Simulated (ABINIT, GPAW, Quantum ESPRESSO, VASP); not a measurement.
Code comparison for HfO2 (Fm-3m, 3 atoms in the cell)

Self-consistent single point.

```xyz
3
Lattice="0.0000 2.5418 2.5418 2.5418 0.0000 2.5418 2.5418 2.5418 0.0000" Properties=species:S:1:pos:R:3 pbc="T T T"
Hf     0.0000     0.0000     0.0000
O      1.2709     1.2709     1.2709
O      3.8127     3.8127     3.8127
```

Shared settings, as Quantum ESPRESSO writes them: occupations = smearing; smearing = fermi-dirac; degauss = 0.00147 Ry; K_POINTS = automatic 9 9 9 0 0 0. Potentials and cutoffs stand in the table.

```tsv
code	model	pressure (GPa)	gap on the mesh (eV)	cutoff
VASP	PBEsol, VASP's PBE PAW potentials (set 64)	-15.70	3.771	400 eV
ABINIT	PBEsol, norm-conserving pseudopotentials (PseudoDojo nc-sr-04 PBEsol standard)	-9.08	3.801	84 Ry
GPAW	PBEsol, GPAW PAW datasets PBEsol (made by gpaw-setup)	–	3.753	950 eV
Quantum ESPRESSO	PBEsol, PSlibrary PAW (PBE) pseudopotentials	-14.60	3.899	55 Ry
```

A dash marks a value that a program does not give, or that is left out as unsure.

Gaps are read on the mesh.

On VASP's run: spin-orbit coupling is off.

The spread over the programs that give each value: pressure within 6.62 GPa; gap on the mesh within 0.146 eV.

The pressure of GPAW is left out: its cutoff lies under the one at which its stress was checked.

VASP's run is marked for a possible Pulay error in its stress at this cutoff; no cutoff test was made.

The starting cell has typed, rounded lattice constants, without a prior relaxation at this level. Its lattice was rescaled by a random factor within 2.5 % of one.

Left out of this page: Ansatz, CP2K, Elk and SIESTA (not drawn, or without a comparable value).
